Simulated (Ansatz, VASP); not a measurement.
# Cs4SnPb3I4Br8 (CsPb0.75Sn0.25IBr2, perovskite): VASP beside Ansatz

Wanted: the spread between two codes on one cell, functional and k mesh. The cell is invented: As first built, before any earlier steps moved the atoms (in the runner's words): 2x2x3 conventional cells of the CsPbBr3 type (60 atoms: 24 Br, 3 Sn, 12 I, 12 Cs, 9 Pb); Br/I and Pb/Sn share their sites, one random draw; start lattice by linear mixing of the end members' cells; atoms moved at random by 0.02 A. It may not be a known or stable phase. The structure shown is the end of the Ansatz relaxation below.

Program: Ansatz 0.2.0. Level of theory: plane waves, with VASP 6.6.1 beside it; single point at PBE. Results are calculated unless marked as measured.

**1. Set-up**

The cell holds 60 atoms: 24 Br, 3 Sn, 12 I, 12 Cs and 9 Pb. Its edges and angles: a = 12.091 Å, b = 12.158 Å, c = 18.149 Å, α = 90.1°, β = 90.0°, γ = 90.0°. It derives from CsPbBr3 (CsPbBr3 type, space group 221), repeated 2×2×3. As first built, before any earlier steps moved the atoms (in the runner's words): 2x2x3 conventional cells of the CsPbBr3 type (60 atoms: 24 Br, 3 Sn, 12 I, 12 Cs, 9 Pb); Br/I and Pb/Sn share their sites, one random draw; start lattice by linear mixing of the end members' cells; atoms moved at random by 0.02 A.

**2. Ansatz: relaxation, PBE**

Ansatz runs on its default PAW (the set named soft_2) files.

This run makes the geometry at which the two programs are then compared.

Contents of input.yaml:

```yaml
crystal:
  lattice:
    - [12.06682, 0.0, 0.0]
    - [0.0, 12.06682, 0.0]
    - [0.0, 0.0, 18.10023]
  atoms:
    - { symbol: Br, position: [0.24866, 0.25176, 0.99911] }
    - { symbol: Br, position: [0.99995, 0.25147, 0.16602] }
    - { symbol: Br, position: [0.24981, 0.25018, 0.3334] }
    - { symbol: Br, position: [0.24797, 0.00013, 0.5015] }
    - { symbol: Br, position: [0.24744, 0.25142, 0.6668] }
    - { symbol: Br, position: [0.99894, 0.25332, 0.83418] }
    - { symbol: Br, position: [0.24801, 0.75012, 0.00064] }
    - { symbol: Br, position: [0.24969, 0.50113, 0.16659] }
    - { symbol: Br, position: [0.00111, 0.75238, 0.16592] }
    - { symbol: Br, position: [0.25034, 0.74923, 0.33347] }
    - { symbol: Br, position: [0.24803, 0.49904, 0.83312] }
    - { symbol: Br, position: [0.00149, 0.7519, 0.83187] }
    - { symbol: Br, position: [0.74868, 0.25107, 0.33113] }
    - { symbol: Br, position: [0.74923, 0.99984, 0.50139] }
    - { symbol: Br, position: [0.50114, 0.24946, 0.49959] }
    - { symbol: Br, position: [0.74959, 0.25253, 0.66619] }
    - { symbol: Br, position: [0.7495, 0.00058, 0.8332] }
    - { symbol: Br, position: [0.49967, 0.24815, 0.83332] }
    - { symbol: Br, position: [0.74926, 0.75193, 0.00072] }
    - { symbol: Br, position: [0.74996, 0.50111, 0.16629] }
    - { symbol: Br, position: [0.75174, 0.74999, 0.33398] }
    - { symbol: Br, position: [0.49786, 0.75057, 0.49813] }
    - { symbol: Br, position: [0.74663, 0.4995, 0.83234] }
    - { symbol: Br, position: [0.50027, 0.75372, 0.83241] }
    - { symbol: Sn, position: [0.24897, 0.25034, 0.16721] }
    - { symbol: Sn, position: [0.74971, 0.24966, 0.16744] }
    - { symbol: Sn, position: [0.75086, 0.74829, 0.49991] }
    - { symbol: I, position: [0.25006, 0.99825, 0.16695] }
    - { symbol: I, position: [0.99858, 0.25161, 0.50021] }
    - { symbol: I, position: [0.25015, 0.99902, 0.8332] }
    - { symbol: I, position: [0.24669, 0.49812, 0.5004] }
    - { symbol: I, position: [0.99647, 0.7514, 0.49807] }
    - { symbol: I, position: [0.25125, 0.7486, 0.66753] }
    - { symbol: I, position: [0.75022, 0.24745, 0.00138] }
    - { symbol: I, position: [0.75239, 0.99989, 0.16636] }
    - { symbol: I, position: [0.49974, 0.24838, 0.16788] }
    - { symbol: I, position: [0.4991, 0.74992, 0.16579] }
    - { symbol: I, position: [0.74896, 0.49788, 0.50139] }
    - { symbol: I, position: [0.74974, 0.7516, 0.66668] }
    - { symbol: Cs, position: [0.99885, 0.99946, 0.99938] }
    - { symbol: Cs, position: [1.0e-05, 0.99938, 0.333] }
    - { symbol: Cs, position: [0.99772, 0.99866, 0.66849] }
    - { symbol: Cs, position: [0.99889, 0.49825, 0.00037] }
    - { symbol: Cs, position: [0.00233, 0.49759, 0.3331] }
    - { symbol: Cs, position: [0.99895, 0.49708, 0.66748] }
    - { symbol: Cs, position: [0.49996, 0.00012, 0.99917] }
    - { symbol: Cs, position: [0.50075, 0.99911, 0.33318] }
    - { symbol: Cs, position: [0.49816, 0.99798, 0.66814] }
    - { symbol: Cs, position: [0.49916, 0.50048, 0.99996] }
    - { symbol: Cs, position: [0.49927, 0.49916, 0.33403] }
    - { symbol: Cs, position: [0.4995, 0.49975, 0.66669] }
    - { symbol: Pb, position: [0.25195, 0.25113, 0.50042] }
    - { symbol: Pb, position: [0.24907, 0.24771, 0.83438] }
    - { symbol: Pb, position: [0.2516, 0.74977, 0.16727] }
    - { symbol: Pb, position: [0.2513, 0.75138, 0.50102] }
    - { symbol: Pb, position: [0.24924, 0.75251, 0.83196] }
    - { symbol: Pb, position: [0.75143, 0.25082, 0.50097] }
    - { symbol: Pb, position: [0.75311, 0.25246, 0.83207] }
    - { symbol: Pb, position: [0.7472, 0.75135, 0.16555] }
    - { symbol: Pb, position: [0.74998, 0.75139, 0.83152] }
kpoints:
  mp_grid: { grid: [2, 2, 1], shift: [0.5, 0.5, 0.0] }
hamiltonian:
  xc: pbe
scf:
  occupations: { method: fermi_dirac, width: 0.01 }
output:
  forces: true
  stress: true
relax:
  f_tol: 0.02
  max_steps: 45
  cell: { stress_tol: 0.1 }
```

Started as:

```sh
$ ansatz run input.yaml --threads 32 --pin off --max-ram 143360MiB --backend cuda --events-out ev --progress --plain --runs-dir out
```

Numbers of over 12 decimals in the logs are rounded to 6 here.

The log of the run:

```text
Engine: ansatz 0.2.0, aarch64-unknown-linux-gnu
Pseudopotentials: kind: paw
Pseudopotential: Br, paw, valence charge 7, recommended cutoff 420 eV (normal), Br.paw.azcp
Pseudopotential: Sn, paw, valence charge 14, recommended cutoff 420 eV (normal), Sn.paw.azcp
Pseudopotential: I, paw, valence charge 17, recommended cutoff 420 eV (normal), I.paw.azcp
Pseudopotential: Cs, paw, valence charge 9, recommended cutoff 420 eV (normal), Cs.paw.azcp
Pseudopotential: Pb, paw, valence charge 14, recommended cutoff 420 eV (normal), Pb.paw.azcp
device memory: the entry about to start is reckoned to put 13.7 GiB on a device that reports 182.5 GiB free
GPU FFT provider: cuFFT
GPU libraries: cuBLAS 13.8.1, cuFFT 12.4.0, cuSOLVER 12.3.2
GPU matrix products: emulated (plane waves: as basis.precision tells), large ones in fixed point in workspaces of 1.00 GiB
Crystal: 60 atoms, lattice volume = 2635.541 Å³
Basis set: ecut = 420 eV, 51605 PW (Γ), exchange–correlation on 162×162×250 points (8 copies of the dense FFT grid, shifted against one another)
Bands: 389, of which v1, the nominal top of the filled ones, is band 324 counted from 1 (323 counted from 0)
k-points: 2 of 4 (time reversal used)
GPU buffer pool allocated for 820125 grid points (all kernels)
GPU transforms: local potential and band sums: pruned to the plane-wave sphere, on 81×81×125
relax step   1: F+E_penalty+E_count = -350301.83664045 eV  Δ(F+E_penalty+E_count) = +0.000e0 eV  max|allowed force component| = 8.743e-1 eV/Å  Δτ_max = 0.0000 Å  P = +0.702 GPa  Ω = 2635.541 Å³  (7 SCF iters, dr2 threshold 1.00e-7 eV, accepted)
[... from here on, the SCF cycles and remarks between the steps are left out ...]
relax step   2: F+E_penalty+E_count = -350302.86636228 eV  Δ(F+E_penalty+E_count) = -1.030e0 eV  max|allowed force component| = 2.180e-1 eV/Å  Δτ_max = 0.1456 Å  P = +0.141 GPa  Ω = 2695.001 Å³  energy of the carried Pulay correction = -3.642e-3 eV  (6 SCF iters, dr2 threshold 6.00e-6 eV, accepted)
relax step   3: F+E_penalty+E_count = -350303.07112710 eV  Δ(F+E_penalty+E_count) = -2.048e-1 eV  max|allowed force component| = 8.168e-2 eV/Å  Δτ_max = 0.2000 Å  P = -0.058 GPa  Ω = 2725.577 Å³  energy of the carried Pulay correction = -5.483e-3 eV  (7 SCF iters, dr2 threshold 2.97e-6 eV, accepted)
relax step   4: F+E_penalty+E_count = -350303.13079571 eV  Δ(F+E_penalty+E_count) = -5.967e-2 eV  max|allowed force component| = 5.719e-2 eV/Å  Δτ_max = 0.0790 Å  P = -0.005 GPa  Ω = 2716.149 Å³  energy of the carried Pulay correction = -4.917e-3 eV  (7 SCF iters, dr2 threshold 4.17e-7 eV, accepted)
relax step  25: F+E_penalty+E_count = -350303.62733860 eV  Δ(F+E_penalty+E_count) = +8.805e-5 eV  max|allowed force component| = 1.434e-1 eV/Å  Δτ_max = 0.1446 Å  P = +0.002 GPa  Ω = 2668.925 Å³  energy of the carried Pulay correction = -2.055e-3 eV  (8 SCF iters, dr2 threshold 6.27e-8 eV, rejected (line search))
relax step  26: F+E_penalty+E_count = -350303.63750802 eV  Δ(F+E_penalty+E_count) = -1.008e-2 eV  max|allowed force component| = 1.426e-2 eV/Å  Δτ_max = 0.0719 Å  P = -0.004 GPa  Ω = 2669.962 Å³  energy of the carried Pulay correction = -2.118e-3 eV  (9 SCF iters, accepted)
relax step  27: F+E_penalty+E_count = -350303.64412738 eV  Δ(F+E_penalty+E_count) = -6.619e-3 eV  max|allowed force component| = 3.562e-2 eV/Å  Δτ_max = 0.0973 Å  P = -0.002 GPa  Ω = 2668.647 Å³  energy of the carried Pulay correction = -2.038e-3 eV  (9 SCF iters, accepted)
relax step  28: F+E_penalty+E_count = -350303.64892777 eV  Δ(F+E_penalty+E_count) = -4.800e-3 eV  max|allowed force component| = 2.896e-2 eV/Å  Δτ_max = 0.1461 Å  P = -0.001 GPa  Ω = 2667.578 Å³  energy of the carried Pulay correction = -1.972e-3 eV  (7 SCF iters, dr2 threshold 7.93e-8 eV, accepted)
relax step  29: F+E_penalty+E_count = -350303.65486768 eV  Δ(F+E_penalty+E_count) = -5.940e-3 eV  max|allowed force component| = 2.752e-2 eV/Å  Δτ_max = 0.1431 Å  P = -0.003 GPa  Ω = 2667.823 Å³  energy of the carried Pulay correction = -1.987e-3 eV  (7 SCF iters, dr2 threshold 5.24e-8 eV, accepted)
relax step  30: F+E_penalty+E_count = -350303.65975420 eV  Δ(F+E_penalty+E_count) = -4.887e-3 eV  max|allowed force component| = 1.871e-2 eV/Å  Δτ_max = 0.1501 Å  P = +0.000 GPa  Ω = 2668.361 Å³  energy of the carried Pulay correction = -2.020e-3 eV  (8 SCF iters, dr2 threshold 4.73e-8 eV, accepted)
relax step  31: F+E_penalty+E_count = -350303.66108617 eV  Δ(F+E_penalty+E_count) = -1.332e-3 eV  max|allowed force component| = 2.474e-2 eV/Å  Δτ_max = 0.0604 Å  P = +0.000 GPa  Ω = 2668.481 Å³  energy of the carried Pulay correction = -2.027e-3 eV  (9 SCF iters, accepted)
relax step  32: F+E_penalty+E_count = -350303.66243440 eV  Δ(F+E_penalty+E_count) = -1.348e-3 eV  max|allowed force component| = 9.436e-3 eV/Å  Δτ_max = 0.0476 Å  P = +0.001 GPa  Ω = 2668.042 Å³  energy of the carried Pulay correction = -2.001e-3 eV  (7 SCF iters, dr2 threshold 3.82e-8 eV, accepted)
relax step  33: F+E_penalty+E_count = -350303.66448209 eV  Δ(F+E_penalty+E_count) = -2.048e-3 eV  max|allowed force component| = 9.438e-3 eV/Å  Δτ_max = 0.0000 Å  P = +0.000 GPa  Ω = 2668.042 Å³  stress off target by 2.63e-3 GPa  SCF on the basis re-selected at this cell (its energy is not comparable with the rows above)  (6 SCF iters)
basis re-selected at this cell: Δ(F+E_penalty+E_count) = -2.048e-3 eV, ΔP = -0.001 GPa vs the last step (what re-selecting the basis moved, of the pressure what is left beyond the Pulay correction that the steps carried, after the strain that the cell walked since its last selection, with what the two solves' SCF thresholds leave and, on support functions, any second-order correction that the steps lacked; it is no measure of the basis error at this ecutwfc). The dense FFT grid was sized anew with the basis: this SCF ran on 81×90×125 points, the steps before it on 81×81×125, so part of this shift can come from that change (see relax.cell in the input reference). [rest of the remark cut]
SCF converged after 6 iterations
Free energy (F): -350303.664482 eV
Internal energy: -350303.664482 eV  (E = F + TS)
E sigma→0 (E₀):  -350303.664482 eV
Fermi energy:    4.326247 eV
--- Forces (eV/Å), atoms counted from 1 ---
  max |Σ_I F_I| component: 1.36e-6 eV/Å
--- Stress (GPa, compression-positive) ---
       -0.001112      -0.002259       0.000472
       -0.002259       0.001145      -0.000246
        0.000472      -0.000246       0.000203
  P = ⅓ Tr σ = 0.0001 GPa (0.001 kbar)
--- Band table (eV) ---
--- Relaxed structure (32 steps of the walk, 31 accepted, 1 SCFs on fresh bases) ---
  F+E_penalty+E_count = -350303.66448209 eV   max|allowed force component| = 9.438e-3 eV/Å   (the final SCF, on the basis selected at the relaxed cell)
  cell:  # Å, volume = 2668.0425 Å³
    - [12.091176, -0.000562354, 0.00266512]
    - [-0.000562354, 12.157967, -0.010973]
    - [0.00399768, -0.016460, 18.149456]
  atoms:
    [... one line an atom ...]
```

(Part 1 of 2 ends here.)

[Lines on the potential files, build, host, timing and source positions are cut from VASP's logs without a mark.]

[Logs are printed without paths, hosts, clocks, repeated set-up lines and the standing remarks that a program may print on its own settings, such as how far it seeks lower states.]

[Hosts, paths, dates, database ids (printed as entryN), source tags and the programs' standing remarks are cut or masked in the printed files.]
